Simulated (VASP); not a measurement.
These are TPSS meta-GGA, VASP's PBE PAW potentials (set 64) (plane waves; VASP) values and carry that method's errors.

VASP input:

**POSCAR**
```
GaAs
1
    0.0000000000     2.8555165172     2.8555165172
    2.8555165172     0.0000000000     2.8555165172
    2.8555165172     2.8555165172     0.0000000000
Ga As
1 1
Direct
  0.0000000000   0.0000000000   0.0000000000
  0.2500000000   0.2500000000   0.2500000000
```

**INCAR**
```
SYSTEM = GaAs
PREC = Accurate
ENCUT = 520
EDIFF = 1E-7
NELM = 100
ALGO = Normal
LREAL = .FALSE.
LASPH = .TRUE.
ISMEAR = 0
SIGMA = 0.05
METAGGA = TPSS
LMIXTAU = .TRUE.
LMAXMIX = 4
LWAVE = .FALSE.
LCHARG = .FALSE.
ISIF = 2
```

File KPOINTS:
```
kpoints
0
Gamma
 8 8 8
```

POTCAR, in this order: Ga_d As (PBE.64 set). Program: vasp_std.

Q: Estimate the energy per atom (σ→0), band gap (on the k-mesh).

A: 
```
Quantity                           Result
------------------------  ---------------
energy per atom (σ→0)     -12.096 eV/atom
band gap (on the k-mesh)          0.44 eV
```

**OSZICAR**
```
...
DAV:  15    -0.241921400965E+02   -0.20826E-02   -0.12265E-03   754   0.421E-01    0.385E-02
DAV:  16    -0.241921195976E+02    0.20499E-04   -0.67181E-05   869   0.818E-02    0.211E-02
DAV:  17    -0.241921147933E+02    0.48043E-05   -0.82688E-07   952   0.115E-02    0.226E-02
DAV:  18    -0.241921638491E+02   -0.49056E-04   -0.31756E-05   947   0.767E-02    0.577E-03
DAV:  19    -0.241921629019E+02    0.94718E-06   -0.14609E-06   950   0.206E-02    0.280E-03
DAV:  20    -0.241921641331E+02   -0.12313E-05   -0.85057E-07   909   0.173E-02    0.142E-03
DAV:  21    -0.241921642257E+02   -0.92523E-07   -0.48648E-07   764   0.915E-03
   1 F= -.24192164E+02 E0= -.24192164E+02  d E =-.193887E-10
```

The compound is GaAs in the zinc blende structure. It was relaxed first.
